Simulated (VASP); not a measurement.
**Hf: relaxation of cell and atoms with PBE**

Crystal: Hf.

```
Hf
1.0
     3.19670    0.00000    0.00000
    -1.59835    2.76842    0.00000
     0.00000    0.00000    5.05780
Hf
2
Direct
  0.33333 0.66667 0.25000
  0.66667 0.33333 0.75000
```

- Program: VASP 6.6.1
- Task: relaxation of cell and atoms
- Functional: PBE
- Potentials or basis: VASP PAW PBE potentials, release 64 (Hf_pv)
- Cutoff: 350 eV
- k mesh: 15 × 15 × 8
- Occupations: gaussian, width 0.1 eV
- Spin: no spin polarisation
- Further INCAR settings: ALGO = Normal; EDIFF = 1e-07; IBRION = 2; EDIFFG = -0.002; NSW = 80; ISIF = 3

```
Relaxed volume                         : 22.42 Å³/atom
Relaxed cell                           : a = 3.200 Å, b = 3.200 Å, c = 5.057 Å, α = 90.00°, β = 90.00°, γ = 120.00°
Space group after relaxing (to 0.05 Å) : P6_3/mmc (No. 194)
Energy gained by relaxing              : 0.0 meV/atom
Ionic steps                            : 8
Pressure after relaxing                : 0.0 GPa
Band gap on the k mesh                 : none (metal or under the smearing width)
```

Final structure:
```cif
data_structure
_symmetry_space_group_name_H-M 'P 1'
_symmetry_Int_Tables_number 1
_cell_length_a 3.2001
_cell_length_b 3.2001
_cell_length_c 5.0566
_cell_angle_alpha 90.000
_cell_angle_beta 90.000
_cell_angle_gamma 120.000
_cell_volume 44.85
loop_
_atom_site_label
_atom_site_type_symbol
_atom_site_fract_x
_atom_site_fract_y
_atom_site_fract_z
_atom_site_occupancy
Hf1 Hf 0.33333 0.66667 0.25000 1
Hf2 Hf 0.66667 0.33333 0.75000 1
```

Levels at points of the mesh, in eV from the Fermi level:
```csv
k point,band 7,band 8,band 9,band 10,band 11,band 12,band 13,band 14
"(0.00, 0.00, 0.00)",-7.38,-3.71,0.64,1.17,1.17,1.46,1.99,1.99
"(0.00, 0.00, 0.50)",-5.40,-5.40,0.14,0.14,1.06,1.06,1.06,1.06
```

It took 110 s on 1 thread of AMD EPYC 7R13 Processor (Zen 3), with other jobs on the host, peak memory 0.14 GiB.

Spin-orbit coupling is left out, which matters for the levels of Hf.
